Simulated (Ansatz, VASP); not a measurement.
# Cross-check of KLiF3 between VASP and Ansatz, part 2 of 3

Wanted: the spread between two codes on one cell, functional and k mesh. The cell is generated by rule, not measured, and may not be a known phase. Of the first pair: The two relaxations start from unlike cells of this crystal (the structure described is Ansatz's start), so only their ends are compared.

VASP 6.6.1 and Ansatz 0.2.0.

So far: The starting structure; VASP: relaxation of cell and atoms, LDA, pair 1.

**3. Ansatz: relaxation of cell and atoms, LDA, pair 1**

Level of this step: Ansatz beside VASP: Kohn-Sham DFT, plane waves, LDA (Ansatz).

Ansatz runs on its default PAW (the set named soft_2) files.

Its own start cell and the same functional (in two slightly different forms), mesh and smearing now go to Ansatz, which takes its cutoff from its data sets.

input.yaml reads:

```yaml
crystal:
  lattice:
    - [3.02543, -3.06651, 0.0]
    - [3.02543, 3.06651, 0.0]
    - [0.0, 0.0, 4.05934]
  atoms:
    - { symbol: K, position: [0.0, 0.0, 0.5] }
    - { symbol: Li, position: [0.5, 0.5, 0.0] }
    - { symbol: F, position: [0.5, 0.0, 0.0] }
    - { symbol: F, position: [0.0, 0.5, 0.0] }
    - { symbol: F, position: [0.5, 0.5, 0.5] }
kpoints:
  mp_grid: { grid: [6, 6, 6] }
hamiltonian:
  xc: lda
scf:
  occupations: { method: gaussian, width: 0.1 }
output:
  forces: true
  stress: true
  eigenvalues: true
relax:
  adjacent_minimum: "off"
  f_tol: 0.05
  max_steps: 80
  cell: { stress_tol: 0.5 }
```

The run is started by

```bash
> ansatz run input.yaml --threads 8 --pin off --max-ram 14336MiB --backend cpu --events-out ev --progress --plain --runs-dir out
```

Numbers of over 12 decimals in the logs are rounded to 6 here.

What it wrote:

```text
The last accepted step is kept in <dir> (removed where the run ends without a failure and the disk answers)
Engine: ansatz 0.2.0, x86_64-unknown-linux-gnu
Pseudopotentials: kind: paw
Pseudopotential: K, paw, valence charge 9, recommended cutoff 420 eV (normal), K.paw.azcp
Pseudopotential: Li, paw, valence charge 3, recommended cutoff 420 eV (normal), Li.paw.azcp
Pseudopotential: F, paw, valence charge 7, recommended cutoff 420 eV (normal), F.paw.azcp
Functional definition: SPW92
  exchange = slater_x
  correlation = pw_c
Crystal: 5 atoms, lattice volume = 75.321 Å³
Basis set: ecut = 420 eV, 1473 PW (Γ)
Bands: 22, of which v1, the nominal top of the filled ones, is band 17 counted from 1 (16 counted from 0)
Symmetry: 8 space group operations
Space group: Cmmm (ITA 65), of the structure as read, at distance tolerance 4.2e-5 Å
k-points: 52 of 216
Non-local potential: K, projectors of the file, l = 0: 3, l = 1: 2, l = 2: 2
Non-local potential: Li, projectors of the file, l = 0: 3, l = 1: 2, l = 2: 1
Non-local potential: F, projectors of the file, l = 0: 2, l = 1: 2, l = 2: 1
PAW form: soft (Blöchl's): semilocal exchange-correlation on the pseudo side does not see the compensation charge
PAW frozen core: K, regenerated for the run's functional, and the local potential with it (the file was generated under x = pbe(κ = 0.804, μ = 0.219515), c = pbe(β = 0.066725))
PAW frozen core: F, regenerated for the run's functional, and the local potential with it (the file was generated under x = pbe(κ = 0.804, μ = 0.219515), c = pbe(β = 0.066725))
PAW one-centre angular grid: K, 110 points (default); XC on 64 Gauss nodes
PAW one-centre angular grid: Li, 110 points (default); XC on 64 Gauss nodes
PAW one-centre angular grid: F, 110 points (default); XC on 64 Gauss nodes
Initial density: superposition of atomic densities (neutral atoms: chi_scale 0, normalization atom), corrected by the library's trained network
Initial wavefunctions: pseudopotential atomic-orbital guess
Functional: x = slater, c = lda
SCF iter   1: F=—  HF=-4081.427335 eV  |F-HF|=—  |Δ(HF+E_count)|=         —  Δρ=2.07e-2  dr2=2.50e-1  ethr=1.77e-3  ⟨swp⟩=4.8  Hψ=5006  notcnv=0
preconditioner: auto → LDOS  [metal: Δε(μ)=0.005 eV  Ē_g=16.051 eV  σ=0.100 eV  W_gap=0.03  n_scr=18 (ndim 8)  ℏωp=23.0 eV  f_vac=0.055  D(μ)=12.32/eV (n_scr^D=194)  β→1.0]
SCF iter   2: F=—  HF=-4081.367698 eV  |F-HF|=—  |Δ(HF+E_count)|=   5.96e-2  Δρ=9.92e-3  dr2=3.46e-2  ethr=7.58e-4  ⟨swp⟩=3.0  Hψ=2651  notcnv=0  defer=52
SCF iter   3: F=—  HF=-4081.370353 eV  |F-HF|=—  |Δ(HF+E_count)|=   2.65e-3  Δρ=1.50e-2  dr2=8.52e-2  ethr=1.05e-4  ⟨swp⟩=2.8  Hψ=1837  notcnv=0  defer=52  recentre
SCF iter   4: F=—  HF=-4081.362851 eV  |F-HF|=—  |Δ(HF+E_count)|=   7.50e-3  Δρ=2.95e-3  dr2=4.59e-3  ethr=1.05e-4  ⟨swp⟩=1.0  Hψ=1092  notcnv=0  defer=52
SCF iter   5: F=—  HF=-4081.362910 eV  |F-HF|=—  |Δ(HF+E_count)|=   5.83e-5  Δρ=2.48e-3  dr2=3.47e-3  ethr=1.39e-5  ⟨swp⟩=2.5  Hψ=1666  notcnv=0  defer=52
SCF iter   6: F=—  HF=-4081.362785 eV  |F-HF|=—  |Δ(HF+E_count)|=   1.24e-4  Δρ=1.33e-3  dr2=1.32e-3  ethr=1.05e-5  ⟨swp⟩=1.0  Hψ=1092  notcnv=0  defer=52
SCF iter   7: F=—  HF=-4081.362733 eV  |F-HF|=—  |Δ(HF+E_count)|=   5.24e-5  Δρ=8.28e-4  dr2=5.14e-4  ethr=4.01e-6  ⟨swp⟩=1.0  Hψ=1092  notcnv=0  defer=52
SCF iter   8: F=—  HF=-4081.362719 eV  |F-HF|=—  |Δ(HF+E_count)|=   1.36e-5  Δρ=4.73e-4  dr2=1.80e-4  ethr=1.56e-6  ⟨swp⟩=1.0  Hψ=1092  notcnv=0  defer=52
SCF iter   9: F=—  HF=-4081.362716 eV  |F-HF|=—  |Δ(HF+E_count)|=   3.53e-6  Δρ=1.84e-4  dr2=2.47e-5  ethr=5.46e-7  ⟨swp⟩=1.0  Hψ=1092  notcnv=0  defer=52
SCF iter  10: F=—  HF=-4081.362715 eV  |F-HF|=—  |Δ(HF+E_count)|=   1.09e-6  Δρ=9.15e-5  dr2=4.23e-6  ethr=7.48e-8  ⟨swp⟩=1.0  Hψ=1129  notcnv=0  defer=49
SCF iter  11: F=—  HF=-4081.362715 eV  |F-HF|=—  |Δ(HF+E_count)|=   1.83e-7  Δρ=2.71e-5  dr2=2.85e-7  ethr=1.28e-8  ⟨swp⟩=1.0  Hψ=1094  notcnv=0  defer=49
SCF iter  12: F=-4081.362715 eV  HF=-4081.362715 eV  |F-HF|=3.23e-9  |Δ(HF+E_count)|=   3.70e-9  Δρ=6.92e-6  dr2=1.80e-8  ethr=3.03e-10  ⟨swp⟩=7.1  Hψ=3939  notcnv=0
SCF 1 converged in 12 iterations: F = -4081.362715 eV  dr2 = 1.80e-8
  greatest PAW one-centre occupation: 1.000 electrons in one spin orbital (limit 2), on the Li atom at site 1 (counted from 0), in its partial waves of l = 0
relax step   1: F+E_penalty+E_count = -4081.36271456 eV  Δ(F+E_penalty+E_count) = +0.000e0 eV  max|allowed force component| = 8.835e-30 eV/Å  Δτ_max = 0.0000 Å  P = -8.169 GPa  Ω = 75.321 Å³  (12 SCF iters, dr2 threshold 1.00e-7 eV, accepted)
[...]
relax step   5: F+E_penalty+E_count = -4082.04540589 eV  Δ(F+E_penalty+E_count) = +2.315e-2 eV  max|allowed force component| = 7.889e-30 eV/Å  Δτ_max = 0.0000 Å  P = -0.550 GPa  Ω = 56.319 Å³  stress off target by 6.30e-1 GPa  SCF on the basis re-selected at this cell (its energy is not comparable with the rows above)  (9 SCF iters)
[...]
relax step   6: F+E_penalty+E_count = -4082.04952861 eV  Δ(F+E_penalty+E_count) = -4.123e-3 eV  max|allowed force component| = 4.670e-29 eV/Å  Δτ_max = 0.0000 Å  P = +0.089 GPa  Ω = 55.755 Å³  energy of the carried Pulay correction = +3.233e-3 eV  (6 SCF iters, dr2 threshold 5.00e-7 eV, accepted)
[...]
relax step   7: F+E_penalty+E_count = -4082.04646263 eV  Δ(F+E_penalty+E_count) = +3.066e-3 eV  max|allowed force component| = 2.019e-29 eV/Å  Δτ_max = 0.0000 Å  P = +0.008 GPa  Ω = 55.755 Å³  stress off target by 2.95e-2 GPa  SCF on the basis re-selected at this cell (its energy is not comparable with the rows above)  (6 SCF iters)
basis re-selected at this cell: Δ(F+E_penalty+E_count) = +3.066e-3 eV, ΔP = -0.081 GPa vs the last step (what re-selecting the basis moved, of the pressure what is left beyond the Pulay correction that the steps carried, after the strain that the cell walked since its last selection, with what the two solves' SCF thresholds leave and, on support functions, any second-order correction that the steps lacked; it is no m [...]
SCF converged after 6 iterations
Free energy (F): -4082.046463 eV
Harris-Foulkes:  -4082.046463 eV  (|F-HF|=1.11e-9)
Internal energy: -4081.991339 eV  (E = F + TS)
E sigma→0 (E₀):  -4082.018901 eV
Entropy (-TS):   -0.055124 eV (-11.025 meV/atom)
Fermi energy:    1.279525 eV
--- Per-component energies (eV) ---
  E_band       = -266.361428
  E_kinetic    = 889.664410
  E_local      = -2102.325478  (includes V_loc(G=0)·N_el)
  E_nonlocal   = 210.878854
  E_hartree    = 728.416288
  E_xc         = -377.488337
  E_vxc        = -480.135201  (∫ρ·V_xc dr)
  E_paw        = -1322.356324  (= ΣΔE_a)
  E_vpaw       = -241.282609  (= ΣTr[D̂ρ^β])
  E_aug_tail   = 0.005891  (compensation charges beyond the density's cutoff)
  E_ewald      = -2109.383898
  E_core_change = 0.597255  (= ΣΔE_core)
  E_smearing   = -0.055124  (= −TS)
  E_closure    = -0.000000  (closes the sum)
  Σ components = -4082.046463   (vs F -4082.046463, Δ=0.00e0)
--- Forces (eV/Å), atoms counted from 1 ---
  atom   1  K      0.00000000     0.00000000     0.00000000
  atom   2  Li     0.00000000     0.00000000     0.00000000
  atom   3  F      0.00000000     0.00000000     0.00000000
  atom   4  F      0.00000000     0.00000000     0.00000000
  atom   5  F      0.00000000     0.00000000     0.00000000
  max |Σ_I F_I| component: 2.52e-29 eV/Å
--- Stress (GPa, compression-positive) ---
       -0.029492       0.000000       0.000000
        0.000000       0.025592       0.000000
        0.000000       0.000000       0.027700
  P = ⅓ Tr σ = 0.0079 GPa (0.079 kbar)
--- Band table (eV; the first three rows and the last of 52) ---
  k-point 0: bands = [... 13 lower, 0.7532, 1.2956, 1.3209, 1.3478, 10.5199, 11.8545, 11.8614, 14.5383, ... 1 higher]
  k-point 1: bands = [... 13 lower, 0.6953, 1.1052, 1.2217, 1.2829, 10.9798, 12.1341, 12.2424, 14.6663, ... 1 higher]
  k-point 2: bands = [... 13 lower, 0.5994, 0.6137, 1.0546, 1.1408, 11.9419, 12.7067, 13.3340, 14.8904, ... 1 higher]
  k-point 51: bands = [... 13 lower, 1.1302, 1.4101, 1.4156, 1.4199, 12.5962, 12.6574, 12.7095, 16.3112, ... 1 higher]
--- Relaxed structure (5 steps of the walk, 5 accepted, 2 SCFs on fresh bases) ---
  F+E_penalty+E_count = -4082.04646263 eV   max|allowed force component| = 2.019e-29 eV/Å   (the final SCF, on the basis selected at the relaxed cell)
  cell:  # Å, volume = 55.7549 Å³
    - [2.673512, -2.729986, 0.0]
    - [2.673512, 2.729986, 0.0]
    - [0.0, 0.0, 3.819532]
  atoms:
    - { symbol: K, position: [0, 0, 0.500000] }
    - { symbol: Li, position: [0.500000, 0.500000, 0.0] }
    - { symbol: F, position: [0.500000, 0.0, 0.0] }
    - { symbol: F, position: [0.0, 0.500000, 0.0] }
    - { symbol: F, position: [0.500000, 0.500000, 0.500000] }
```

**4. Differences**

Known differences besides the potentials themselves: the two LDA forms differ slightly; the cutoff is 420 eV in Ansatz and 750 eV in VASP; VASP's log shows a relativistic correction to its local exchange, Ansatz's none; Ansatz adds a Pulay correction to the stress that steers its cell, VASP none. Total energies have different zeros and are not compared.

The two programs side by side:

```csv
quantity,Ansatz,VASP,difference
volume (Å³),55.75,55.68,+0.14 %
"edge a after relaxation, in the typed setting (Å)",3.821,3.820,+0.03 %
"edge c after relaxation, in the typed setting (Å)",3.820,3.816,+0.08 %
```

**5. VASP: relaxation of cell and atoms, LDA, pair 2**

The relaxed volume is the usual yardstick between codes: in a stiff, nearly cubic crystal its relative difference is about their pressure difference at one cell divided by the bulk modulus. Its start cell is another than that of the pair before, and may be another structure of the material.

INCAR reads:

```
SYSTEM = KLiF3
PREC = Accurate
ENCUT = 750
EDIFF = 1E-07
NELM = 120
ISMEAR = 0
SIGMA = 0.1
LREAL = .FALSE.
ALGO = Normal
GGA = CA
NBANDS = 22
LORBIT = 11
LWAVE = .FALSE.
LCHARG = .FALSE.
ISIF = 3
IBRION = 2
NSW = 80
EDIFFG = -0.005
LASPH = .TRUE.
GGA_COMPAT = .FALSE.
NELMIN = 4
KPAR = 2
```

POSCAR reads:

```
KLiF3
1.0
    2.6735120000     -2.7299860000      0.0000000000
    2.6735120000      2.7299860000      0.0000000000
    0.0000000000      0.0000000000      3.8195320000
K Li F
1 1 3
Direct
    0.0000000000      0.0000000000      0.5000000000
    0.5000000000      0.5000000000      0.0000000000
    0.5000000000      0.0000000000      0.0000000000
    0.0000000000      0.5000000000      0.0000000000
    0.5000000000      0.5000000000      0.5000000000
```

KPOINTS reads:

```
Automatic mesh
0
Gamma
10 10 10
0 0 0
```

The projector-augmented-wave data sets are K_sv, Li_sv and F (LDA family, release 64).

The run is started by

```bash
> mpirun -np 2 vasp_std
```

What it wrote:

```text
[... set-up lines as in an earlier step ...]
 entering main loop
       N       E                     dE             d eps       ncg     rms          rms(c)
DAV:   1     0.336890668226E+03    0.33689E+03   -0.21647E+04  8184   0.199E+03
DAV:   2    -0.141873295531E+01   -0.33831E+03   -0.32416E+03  9744   0.481E+02
DAV:   3    -0.200561008302E+02   -0.18637E+02   -0.18191E+02 10628   0.106E+02
DAV:   4    -0.225932233669E+02   -0.25371E+01   -0.25334E+01 15490   0.218E+01
[...]
DAV:  13    -0.215680967448E+02    0.50223E-06   -0.21448E-05 11236   0.336E-02    0.682E-03
DAV:  14    -0.215680964567E+02    0.28806E-06   -0.16335E-06 12802   0.817E-03    0.306E-03
DAV:  15    -0.215680964059E+02    0.50808E-07   -0.13582E-07  7264   0.307E-03
   1 F= -.21568096E+02 E0= -.21542323E+02  d E =-.215681E+02
[...]
N       E                     dE             d eps       ncg     rms          rms(c)
DAV:   1    -0.215685323752E+02   -0.43592E-03   -0.84230E-03  9282   0.824E-01    0.155E-01
[...]
DAV:   6    -0.215681323438E+02   -0.22433E-06   -0.16218E-06 12174   0.104E-02    0.274E-03
DAV:   7    -0.215681322666E+02    0.77154E-07   -0.35764E-07 11458   0.456E-03
   2 F= -.21568132E+02 E0= -.21542389E+02  d E =-.358607E-04
 trial-energy change:   -0.000036  1 .order   -0.000036   -0.000048   -0.000023
 step:   1.9444(harm=  1.9444)  dis= 0.00000  next Energy=   -21.568143 (dE=-0.466E-04)
[...]
N       E                     dE             d eps       ncg     rms          rms(c)
DAV:   1    -0.215684968227E+02   -0.36448E-03   -0.74976E-03  8838   0.777E-01    0.147E-01
DAV:   2    -0.215681646781E+02    0.33214E-03   -0.12928E-03  9108   0.280E-01    0.335E-02
DAV:   3    -0.215681527323E+02    0.11946E-04   -0.69716E-05 11588   0.740E-02    0.448E-02
DAV:   4    -0.215681443489E+02    0.83835E-05   -0.32870E-05 11640   0.475E-02    0.234E-02
DAV:   5    -0.215681404935E+02    0.38554E-05   -0.89468E-06 15358   0.244E-02    0.128E-02
DAV:   6    -0.215681406962E+02   -0.20279E-06   -0.14371E-06 12334   0.970E-03    0.264E-03
DAV:   7    -0.215681406303E+02    0.65939E-07   -0.27923E-07  9962   0.419E-03
   3 F= -.21568141E+02 E0= -.21542426E+02  d E =-.442244E-04
[...]
reached required accuracy - stopping structural energy minimisation
```

Parts of OUTCAR (step 5):

```text
  Total       -0.0058324      0.0089045      0.0090165      0.0000000      0.0000000      0.0000000
  in kB       -0.1679766      0.2564552      0.2596801      0.0000000      0.0000000      0.0000000
  external PRESSURE =       0.1160529 kB  Pullay stress =       0.0000000 kB

 POSITION                                       TOTAL-FORCE (eV/Angst)
 -----------------------------------------------------------------------------------
      0.00000      0.00000      1.90864         0.000000     -0.000000      0.000000
      2.67094      0.00000      0.00000        -0.000000      0.000000      0.000000
      1.33547     -1.36405      0.00000         0.000000     -0.000000      0.000000
      1.33547      1.36405      0.00000         0.000000     -0.000000      0.000000
      2.67094      0.00000      1.90864        -0.000000     -0.000000      0.000000
 -----------------------------------------------------------------------------------
    total drift:                                0.000000      0.000000     -0.000000

  FREE ENERGIE OF THE ION-ELECTRON SYSTEM (eV)
  ---------------------------------------------------
  free  energy   TOTEN  =       -21.5681406303 eV

  energy  without entropy=      -21.5167112081  energy(sigma->0) =      -21.54242592

[... 1 part as in an earlier step ...]

[... 3 further parts left out ...]
[key lines of the parts left out:]
E-fermi :  -2.6138
```

**6. Ansatz: relaxation of cell and atoms, LDA, pair 2**

The same cell, functional (in two slightly different forms), mesh and smearing now go to Ansatz, which takes its cutoff from its data sets.

The cell is taken from a series of runs on this material, whose earlier steps may have relaxed, scaled, displaced or heated it; both programs get it as it stands.

input.yaml reads:

```yaml
crystal:
  lattice:
    - [2.6735119925, -2.7299859959, 0.0]
    - [2.6735119925, 2.7299859959, 0.0]
    - [0.0, 0.0, 3.8195320219]
  atoms:
    - { symbol: K, position: [0.0, 0.0, 0.5] }
    - { symbol: Li, position: [0.5, 0.5, 0.0] }
    - { symbol: F, position: [0.5, 0.0, 0.0] }
    - { symbol: F, position: [0.0, 0.5, 0.0] }
    - { symbol: F, position: [0.5, 0.5, 0.5] }
kpoints:
  mp_grid: { grid: [10, 10, 10] }
hamiltonian:
  xc: lda
scf:
  occupations: { method: gaussian, width: 0.1 }
output:
  forces: true
  stress: true
  eigenvalues: true
  write_density: true
  write_potential: true
  elf: true
  volumetric_format: npy
relax:
  adjacent_minimum: "off"
  f_tol: 0.005
  max_steps: 80
  cell: { stress_tol: 0.05 }
```

The run is started by

```bash
> ansatz run input.yaml --threads 8 --pin off --max-ram 14336MiB --backend cpu --events-out ev --progress --plain --runs-dir out
```

What it wrote:

```text
[...]
Crystal: 5 atoms, lattice volume = 55.755 Å³
Basis set: ecut = 420 eV, 1077 PW (Γ)
Bands: 22, of which v1, the nominal top of the filled ones, is band 17 counted from 1 (16 counted from 0)
Symmetry: 8 space group operations
[...]
k-points: 186 of 1000
[...]
cell:  # Å, volume = 55.7334 Å³
    - [2.640427, -2.759592, 0.0]
    - [2.640427, 2.759592, 0.0]
    - [0.0, 0.0, 3.824429]
  atoms:
    - { symbol: K, position: [0, 0, 0.5] }
    - { symbol: Li, position: [0.500000, 0.500000, 0.0] }
    - { symbol: F, position: [0.5, -2.7755575615628914e-17, 0.0] }
    - { symbol: F, position: [-2.7755575615628914e-17, 0.5, 0.0] }
    - { symbol: F, position: [0.500000, 0.500000, 0.5] }
[key lines of the parts left out:]
SCF converged after 6 iterations
Free energy (F): -4082.048729 eV
Fermi energy:    1.287572 eV
P = ⅓ Tr σ = 0.0035 GPa (0.035 kbar)
```

**7. Comparison**

Both answers:

```csv
quantity,Ansatz,VASP,difference
volume (Å³),55.73,55.63,+0.19 %
"edge a after relaxation, in the typed setting (Å)",3.819,3.818,+0.04 %
"edge c after relaxation, in the typed setting (Å)",3.824,3.817,+0.19 %
```

(Part 2 of 3 ends here.)

[Lines on the potential files, build, host, timing and source positions are cut from VASP's logs without a mark.]

[Logs are printed without paths, hosts, clocks, repeated set-up lines and the standing remarks that a program may print on its own settings, such as how far it seeks lower states.]

[Hosts, paths, dates, database ids (printed as entryN), source tags and the programs' standing remarks are cut or masked in the printed files.]
